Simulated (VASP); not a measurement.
A convergence study with VASP on TlBr (CsCl type): one setting is varied, all else stays as given below, so the limit is that of these other settings. Each run relaxes cell and ions from the cell shown.

```
CELL_PARAMETERS angstrom
      3.99000     0.00000     0.00000
      0.00000     3.99000     0.00000
      0.00000     0.00000     3.99000
ATOMIC_POSITIONS crystal
  Tl 0.00000 0.00000 0.00000
  Br 0.50000 0.50000 0.50000
```

Method: PBE GGA, VASP's PBE PAW potentials (set 64) (plane waves; VASP). The tightest run used: 550 eV cut-off, 11×11×11 Γ-centred mesh, Gaussian smearing of 0.050 eV, potentials Tl_d Br.

Unless said otherwise, spin-orbit coupling is left out, though it shifts the bands of the heavy elements here. Gaps are read on the run's mesh, which can miss a band edge.

The settings run are 2×2×2 mesh; 3×3×3 mesh; 4×4×4 mesh; 5×5×5 mesh; 6×6×6 mesh; 7×7×7 mesh; 8×8×8 mesh; 9×9×9 mesh; 10×10×10 mesh; 11×11×11 mesh. From which on does the relaxed volume stay within 0.02 Å³/atom of the tightest run?

From 5×5×5 mesh on: it is off by 0.008 there and by no more than 0.02 in any finer run, while 4×4×4 mesh is off by 0.164.
```tsv
setting	relaxed volume (Å³/atom)	E (eV/atom)	gap on the mesh (eV)	irreducible k-points	difference judged (Å³/atom)
2×2×2 mesh	37.757	-2.5951	2.121	4	4.549
3×3×3 mesh	33.076	-2.7671	3.580	4	0.132
4×4×4 mesh	33.372	-2.7676	2.000	10	0.164
5×5×5 mesh	33.200	-2.7723	2.638	10	0.008
6×6×6 mesh	33.219	-2.7722	1.995	20	0.011
7×7×7 mesh	33.206	-2.7724	2.370	20	0.002
8×8×8 mesh	33.208	-2.7724	1.994	35	0.000
9×9×9 mesh	33.209	-2.7724	2.230	35	0.001
10×10×10 mesh	33.208	-2.7724	1.994	56	0.000
11×11×11 mesh	33.208	-2.7724	2.155	56	0.000
```

Left out are rungs that failed or repeat a setting and relaxations that didn't move; long series are thinned to 24 rows.

The compound is TlBr in the CsCl type structure.
